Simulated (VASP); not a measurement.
Given:

```xyz
2
Lattice="3.7455 0.0000 0.0000 0.0000 3.7455 0.0000 0.0000 0.0000 3.7455" Properties=species:S:1:pos:R:3 pbc="T T T"
Tl     0.0000     0.0000     0.0000
Br     1.8728     1.8728     1.8728
```

All values below come from PBEsol GGA, VASP's PBE PAW potentials (set 64) (plane waves; VASP). Settings: 500 eV cut-off, 7×7×7 Γ-centred mesh, Gaussian smearing of 0.050 eV, potentials Tl_d Br.

**Question.** What does the run give for the energy per atom (σ→0), pressure?

**Answer.** 
| Property | Value |
|---|---|
| energy per atom (σ→0) | -2.965 eV/atom |
| pressure | 5.01 GPa |

The absolute energy has meaning only against runs of the same code, potentials and settings.

The compound is TlBr in the CsCl type structure. It was relaxed first under an external pressure of 5 GPa.
